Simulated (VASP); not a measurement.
Computed with PBE GGA, VASP's PBE PAW potentials (set 64) (plane waves; VASP).

A VASP calculation is set up with these files.

KPOINTS:
```
kpoints
0
G
 13 13 13
0 0 0
```

INCAR:
```
# general
SYSTEM   =  TiC
PREC     =  Accurate
ENCUT    =  520
LREAL    =  .False.
LASPH    =  .True.

# electronic loop
EDIFF    =  1E-6
NELM     =  100
ALGO     =  Normal
LMAXMIX  =  4

# smearing
ISMEAR   =  1
SIGMA    =  0.01

# functional
GGA      =  PE

# ions
ISIF     =  2

# output
LWAVE    =  .False.
LCHARG   =  .False.
```

File POSCAR:
```
TiC
1
    0.0000000000     2.2083000000     2.2083000000
    2.2083000000     0.0000000000     2.2083000000
    2.2083000000     2.2083000000     0.0000000000
Ti C
1 1
Direct
  0.0000000000   0.0000000000   0.0000000000
  0.5000000000   0.5000000000   0.5000000000
```

POTCAR, in this order: Ti_sv C (PBE.64 set). Program: vasp_std.

The run wrote:

**OUTCAR**
```
 ion  position               nearest neighbor table
   1  0.000  0.000  0.000-   2 2.21   2 2.21   2 2.21   2 2.21   2 2.21   2 2.21
   2  0.500  0.500  0.500-   1 2.21   1 2.21   1 2.21   1 2.21   1 2.21   1 2.21
  LATTYP: Found a face centered cubic cell.
 ALAT       =     4.4166000000
 Subroutine PRICEL returns:
 Original cell was already a primitive cell.
 Subroutine GETGRP returns: Found 48 space group operations
The static configuration has the point symmetry O_h .
The dynamic configuration has the point symmetry O_h .
 Subroutine INISYM returns: Found 48 space group operations
 Subroutine IBZKPT returns following result:
 Found     84 irreducible k-points:

 Following reciprocal coordinates:
            Coordinates               Weight
  0.000000  0.000000  0.000000      1.000000
  0.076923  0.000000  0.000000      8.000000
  0.153846  0.000000  0.000000      8.000000
  0.230769  0.000000  0.000000      8.000000
  0.307692  0.000000  0.000000      8.000000
  0.384615  0.000000  0.000000      8.000000
  0.461538  0.000000  0.000000      8.000000
  0.076923  0.076923  0.000000      6.000000
  0.153846  0.076923  0.000000     24.000000
...
```

**OSZICAR**
```
       N       E                     dE             d eps       ncg     rms          rms(c)
DAV:   1     0.119916951637E+03    0.11992E+03   -0.85257E+03  2016   0.158E+03
DAV:   2    -0.141658494709E+02   -0.13408E+03   -0.12799E+03  2100   0.384E+02
DAV:   3    -0.240033135438E+02   -0.98375E+01   -0.95085E+01  2752   0.990E+01
DAV:   4    -0.244110006556E+02   -0.40769E+00   -0.40697E+00  2528   0.193E+01
DAV:   5    -0.244280793749E+02   -0.17079E-01   -0.17078E-01  2796   0.362E+00    0.176E+01
DAV:   6    -0.195104989579E+02    0.49176E+01   -0.34727E+01  2416   0.697E+01    0.778E+00
DAV:   7    -0.187300802932E+02    0.78042E+00   -0.59843E+00  2584   0.301E+01    0.457E+00
DAV:   8    -0.186932007514E+02    0.36880E-01   -0.11941E-01  2168   0.414E+00    0.344E+00
DAV:   9    -0.186674487762E+02    0.25752E-01   -0.29655E-01  2364   0.706E+00    0.885E-01
DAV:  10    -0.186651652181E+02    0.22836E-02   -0.17731E-02  2752   0.163E+00    0.732E-01
DAV:  11    -0.186615277160E+02    0.36375E-02   -0.10362E-02  2496   0.157E+00    0.205E-01
DAV:  12    -0.186613564054E+02    0.17131E-03   -0.82425E-04  2664   0.346E-01    0.442E-02
DAV:  13    -0.186613473688E+02    0.90366E-05   -0.34791E-05  2256   0.670E-02    0.222E-02
DAV:  14    -0.186613425410E+02    0.48278E-05   -0.15844E-05  2960   0.540E-02    0.230E-03
DAV:  15    -0.186613427687E+02   -0.22771E-06   -0.20983E-07  1128   0.558E-03
   1 F= -.18661343E+02 E0= -.18661333E+02  d E =-.287860E-04
```

**OUTCAR**
```
------------------------ aborting loop because EDIFF is reached ----------------------------------------
  FORCE on cell =-STRESS in cart. coord.  units (eV):
  Direction    XX          YY          ZZ          XY          YZ          ZX
  --------------------------------------------------------------------------------------
  Total       -1.6897508     -1.6897508     -1.6897508      0.0000000     -0.0000000      0.0000000
  in kB     -125.6981942   -125.6981942   -125.6981942      0.0000000     -0.0000000      0.0000000
  external PRESSURE =    -125.6981942 kB  Pullay stress =       0.0000000 kB
  volume of cell :       21.54
      direct lattice vectors                 reciprocal lattice vectors
     0.000000000  2.208300000  2.208300000    -0.226418512  0.226418512  0.226418512
     2.208300000  0.000000000  2.208300000     0.226418512 -0.226418512  0.226418512
     2.208300000  2.208300000  0.000000000     0.226418512  0.226418512 -0.226418512
 POSITION                                       TOTAL-FORCE (eV/Angst)
 -----------------------------------------------------------------------------------
      0.00000      0.00000      0.00000        -0.000000     -0.000000     -0.000000
      2.20830      2.20830      2.20830         0.000000      0.000000      0.000000
 -----------------------------------------------------------------------------------
    total drift:                                0.000000     -0.000000     -0.000000
  FREE ENERGIE OF THE ION-ELECTRON SYSTEM (eV)
  ---------------------------------------------------
  free  energy   TOTEN  =       -18.6613427687 eV

  energy  without entropy=      -18.6613139827  energy(sigma->0) =      -18.66133317
```
(Selected blocks of OUTCAR.)

The compound is TiC in the rock salt structure. The cell was not relaxed at this level. The run is one of a series of settings (SIGMA = 0.01 against the base run), some of them coarse on purpose.
